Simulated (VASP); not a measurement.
Write the native input for VASP 6.6.1 that does the following.

| Quantity | Value |
| --- | --- |
| Task | relaxation of cell and atoms |
| Functional | PBE |
| Potentials or basis | VASP PAW PBE potentials, release 64 (K_sv, Zr_sv) |
| Cutoff | 600 eV |
| k mesh | 12 × 12 × 12 |
| Occupations | gaussian, width 0.1 eV |
| Spin | no spin polarisation |
| Dipole correction | no |
| Further INCAR settings | ALGO = Normal; EDIFF = 1e-06; IBRION = 2; EDIFFG = -0.01; NSW = 100; ISIF = 3 |

The structure of KZr2 lies in POSCAR:

```
KZr2
1.0
    0.0000000000      3.5650625492      3.5650625492
    3.5650625492      0.0000000000      3.5650625492
    3.5650625492      3.5650625492      0.0000000000
K Zr
1 2
Direct
    0.0000000000      0.0000000000      0.0000000000
    0.2500000000      0.2500000000      0.2500000000
    0.7500000000      0.7500000000      0.7500000000
```

The cell was built by a generator and needn't be a form met in nature.

The cell isn't the ideal one: species swapped into the CeH2 type (Fm-3m, No. 225).

These files were run (other wordings do the same):

INCAR

```
PREC = Accurate
ENCUT = 600
EDIFF = 1E-6
ISMEAR = 0
SIGMA = 0.1
LREAL = False
LASPH = True
NELM = 60
ALGO = Normal
ISIF = 3
LWAVE = False
LCHARG = False
GGA = PE
IBRION = 2
NSW = 100
EDIFFG = -0.01
```

KPOINTS

```
regular mesh
0
Gamma
  12 12 12
```

Potentials or basis: VASP PAW PBE potentials, release 64 (K_sv, Zr_sv).

Run with:

```console
$ cat potpaw_PBE.64/K_sv/POTCAR potpaw_PBE.64/Zr_sv/POTCAR > POTCAR
$ mpirun -np 1 vasp_std > vasp.out
```

Results of the run:

```json
{"Relaxed volume": "30.65 Å³/atom", "Relaxed cell": "a = 5.066 Å, b = 5.066 Å, c = 5.066 Å, α = 60.00°, β = 60.00°, γ = 60.00°", "Space group after relaxing (to 0.05 Å)": "Fm-3m (No. 225)", "Energy gained by relaxing": "0.6 meV/atom", "Ionic steps": "3", "Pressure after relaxing": "0.0 GPa", "Band gap on the k mesh": "none (metal or under the smearing width)"}
```

Wall time 5.5 min on 1 thread of Intel(R) Xeon(R) Platinum 8375C CPU @ 2.90GHz (Ice Lake) (shared host), peak memory 0.35 GiB.
